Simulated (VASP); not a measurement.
Data:

```
W
1.0
   -1.58638     1.58638     1.58638
    1.58638    -1.58638     1.58638
    1.58638     1.58638    -1.58638
W
1
Cartesian
  0.00000   0.00000   0.00000
```

The numbers are results of rev-vdW-DF2, VASP's PBE PAW potentials (set 64) (plane waves; VASP), not measurements. Settings: 520 eV cut-off, 16×16×16 Γ-centred mesh, first-order Methfessel-Paxton smearing of 0.10 eV, potentials W_sv.

Task: The job: W (bcc), 1 atom, rev-vdW-DF2, static run, 520 eV, 16×16×16 Γ-centred mesh. Roughly how much core time does it take on a busy server core?

Result: About 10 core-seconds (one run on a shared machine, a rough figure). It had 145 irreducible k-points, 11 bands, up to 456 plane waves and 11 electronic steps.

The compound is W in the bcc structure. It was relaxed first.
